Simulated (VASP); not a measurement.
Output of a VASP run:

File OSZICAR:
```
       N       E                     dE             d eps       ncg     rms          rms(c)
DAV:   1     0.241996697232E+00    0.24200E+00   -0.14163E+03  1008   0.487E+02
DAV:   2    -0.267952188319E+01   -0.29215E+01   -0.27097E+01  1338   0.292E+01
DAV:   3    -0.269658371606E+01   -0.17062E-01   -0.16925E-01  1464   0.310E+00
DAV:   4    -0.269662501776E+01   -0.41302E-04   -0.41300E-04  1374   0.124E-01
DAV:   5    -0.269662526648E+01   -0.24873E-06   -0.24874E-06  1434   0.736E-03    0.100E+00
DAV:   6    -0.269485221801E+01    0.17730E-02   -0.63529E-04  1290   0.337E-01    0.644E-01
DAV:   7    -0.268967661341E+01    0.51756E-02   -0.18979E-03  1092   0.558E-01    0.353E-02
DAV:   8    -0.268969605964E+01   -0.19446E-04   -0.13775E-05  1644   0.327E-02    0.822E-03
DAV:   9    -0.268969431993E+01    0.17397E-05   -0.14758E-06  1188   0.895E-03    0.702E-04
DAV:  10    -0.268969417436E+01    0.14557E-06   -0.71804E-09   960   0.848E-04    0.122E-04
DAV:  11    -0.268969416336E+01    0.10995E-07   -0.69326E-10   720   0.239E-04
   1 F= -.26896942E+01 E0= -.26890999E+01  d E =-.268969E+01
       N       E                     dE             d eps       ncg     rms          rms(c)
DAV:   1    -0.269088753794E+01   -0.11934E-02   -0.31145E-03  1386   0.301E-01    0.174E-02
DAV:   2    -0.269088595626E+01    0.15817E-05   -0.16424E-05  1176   0.300E-02    0.110E-02
DAV:   3    -0.269088376022E+01    0.21960E-05   -0.28687E-06  1284   0.922E-03    0.223E-04
DAV:   4    -0.269088378225E+01   -0.22034E-07   -0.35053E-08   876   0.155E-03
   2 F= -.26908838E+01 E0= -.26904852E+01  d E =-.118962E-02
       N       E                     dE             d eps       ncg     rms          rms(c)
DAV:   1    -0.269148474828E+01   -0.60099E-03   -0.45733E-03  1368   0.363E-01    0.213E-02
DAV:   2    -0.269148227389E+01    0.24744E-05   -0.24319E-05  1140   0.364E-02    0.134E-02
DAV:   3    -0.269147904404E+01    0.32298E-05   -0.43304E-06  1236   0.112E-02    0.251E-04
DAV:   4    -0.269147906631E+01   -0.22272E-07   -0.53617E-08   960   0.192E-03
   3 F= -.26914791E+01 E0= -.26913797E+01  d E =-.178490E-02
```

File OUTCAR:
```
------------------------ aborting loop because EDIFF is reached ----------------------------------------
  FORCE on cell =-STRESS in cart. coord.  units (eV):
  Direction    XX          YY          ZZ          XY          YZ          ZX
  --------------------------------------------------------------------------------------
  Total        0.6657214      0.6657216      0.6814906     -0.0000000      0.0000000      0.0000000
  in kB       24.2045630     24.2045716     24.7779061     -0.0000000      0.0000000      0.0000000
  external PRESSURE =      24.3956802 kB  Pullay stress =       0.0000000 kB
  volume of cell :       44.07
      direct lattice vectors                 reciprocal lattice vectors
     1.577644552 -2.732561002 -0.000000000     0.316928170 -0.182978532  0.000000000
     1.577644552  2.732561002 -0.000000000     0.316928170  0.182978532 -0.000000000
     0.000000000  0.000000000  5.110893307     0.000000000  0.000000000  0.195660512
 POSITION                                       TOTAL-FORCE (eV/Angst)
 -----------------------------------------------------------------------------------
      1.57764      0.91086      1.27772         0.000000      0.000000      0.000000
      1.57764     -0.91086      3.83317        -0.000000     -0.000000      0.000000
 -----------------------------------------------------------------------------------
    total drift:                                0.000001     -0.000006      0.000001
  FREE ENERGIE OF THE ION-ELECTRON SYSTEM (eV)
  ---------------------------------------------------
  free  energy   TOTEN  =        -2.6914790663 eV

  energy  without entropy=       -2.6911809577  energy(sigma->0) =       -2.69137970

 reached required accuracy - stopping structural energy minimisation
```
(Selected blocks of OUTCAR.)

**POSCAR**
```
Mg
1
    1.5860262580    -2.7470785173     0.0000000000
    1.5860262580     2.7470785173     0.0000000000
    0.0000000000     0.0000000000     5.0570168073
Mg
2
Direct
  0.3333330000   0.6666670000   0.2500000000
  0.6666670000   0.3333330000   0.7500000000
```

**Question.** Reconstruct the remaining input files.

**Answer.** Several could match; the one computed here: the input of the run itself, revPBE GGA, plane waves, VASP's PBE PAW potentials (set 64).

**KPOINTS**
```
Automatic mesh
0
Gamma
13 13 7
0 0 0
```

### INCAR
```
# general
SYSTEM = Mg
PREC   = Accurate
ENCUT  = 520
LREAL  = .FALSE.
LASPH  = .TRUE.

# electronic loop
EDIFF  = 1E-7
NELM   = 100
ALGO   = Normal

# smearing
ISMEAR = 1
SIGMA  = 0.1

# functional
GGA    = RE

# ions
IBRION = 2
NSW    = 30
ISIF   = 4
EDIFFG = -0.01

# output
LWAVE  = .FALSE.
LCHARG = .FALSE.
```

POTCAR, in this order: Mg (PBE.64 set). Program: vasp_std.

The compound is Mg in the hcp structure. This cell is one point of a volume scan, at 0.94 of the reference volume. Symmetry was kept, so distortions that lower it aren't found.
